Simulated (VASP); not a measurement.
Consider the following.

```yaml
crystal:
  lattice:
    - [4.41455, 0.00000, 0.00000]
    - [0.00000, 4.41455, 0.00000]
    - [0.00000, 0.00000, 4.41455]
  atoms:
    - { symbol: K, position: [0.50000, 0.50000, 0.50000] }
    - { symbol: Ca, position: [0.00000, 0.00000, 0.00000] }
    - { symbol: F, position: [0.00000, 0.50000, 0.00000] }
    - { symbol: F, position: [0.50000, 0.00000, 0.00000] }
    - { symbol: F, position: [0.00000, 0.00000, 0.50000] }
```

Computed with PBEsol GGA, VASP's PBE PAW potentials (set 64) (plane waves; VASP 6.6.1). Run with 520 eV cut-off, Gaussian smearing of 0.050 eV, potentials K_sv Ca_sv F.

**Question.** Give the energies of bands 12 to 23 at the high-symmetry points, in eV from the valence-band maximum.

**Answer.** 
```
band      Γ      X      M      R
----  -----  -----  -----  -----
12    -0.88  -1.53  -1.67  -1.77
13    -0.88  -0.88  -1.55  -1.39
14    -0.88  -0.78  -1.39  -1.39
15    -0.41  -0.78  -0.73  -1.35
16    -0.41  -0.67  -0.73  -1.35
17    -0.41  -0.67  -0.60  -1.35
18    -0.15  -0.55  -0.60   0.00
19    -0.15  -0.22  -0.42   0.00
20    -0.15  -0.22  -0.01   0.00
21     6.22   8.34   9.35   9.80
22     8.96   8.99   9.61   9.80
23     8.96   9.36   9.61   9.80
```

The gap is indirect, 6.22 eV, from the valence maximum at R to the conduction minimum at Γ.

The structure comes from a computed database's KCaF3 entry (Pm-3m); how it stands against other phases isn't given here. It was relaxed first.
